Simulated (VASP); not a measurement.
```xyz
6
Lattice="-1.8554 1.8554 4.6748 1.8554 -1.8554 4.6748 1.8554 1.8554 -4.6748" Properties=species:S:1:pos:R:3 pbc="T T T"
Ti     0.0000     1.8554     2.3374
Ti     0.0000     0.0000     0.0000
O      0.0000     1.8554     0.3899
O      1.8554     1.8554     2.7273
O      0.0000     0.0000     1.9475
O      0.0000     1.8554     4.2849
```

Computed with vdW-DF-cx, VASP's PBE PAW potentials (set 64) (plane waves; VASP 6.6.1). Settings: 520 eV cut-off, 8×8×8 Γ-centred mesh, Gaussian smearing of 0.050 eV, potentials Ti_sv O.

Q: The ions and cell shape at fixed volume are relaxed. Predict the relaxed structure.

A: 
```xyz
6
Lattice="-1.8828 1.8828 4.5398 1.8828 -1.8828 4.5398 1.8828 1.8828 -4.5398" Properties=species:S:1:pos:R:3 pbc="T T T"
Ti     0.0000     1.8828     2.2699
Ti     0.0000     0.0000     0.0000
O      0.0000     1.8828     0.3155
O      0.0000     0.0000     7.1252
O      0.0000     0.0000     1.9544
O      0.0000     1.8828     4.2243
```
Space group I4_1/amd (141), at a tolerance of 0.03 Å.

Q: How much energy does the relaxation gain?

A: The energy (σ→0) changes by -8.3 meV/atom, in 8 ionic steps.

```
step  E(σ→0) (eV)  max force (eV/Å)  pressure (GPa)  volume (Å³)
----  -----------  ----------------  --------------  -----------
1        -42.2163             0.405           15.34        64.37
2        -42.2321             0.031           14.15        64.37
3        -42.2321             0.027           14.14        64.37
4        -42.2487             0.025           13.30        64.37
5        -42.2658             0.026           11.34        64.37
6        -42.2658             0.026           11.27        64.37
7        -42.2658             0.028           11.05        64.37
8        -42.2659             0.000           11.16        64.37
```

The compound is TiO2 in the anatase structure, one of several forms; rutile is the usual stable one. This cell is one point of a volume scan, at 0.94 of the reference volume. Symmetry was kept, so distortions that lower it aren't found.
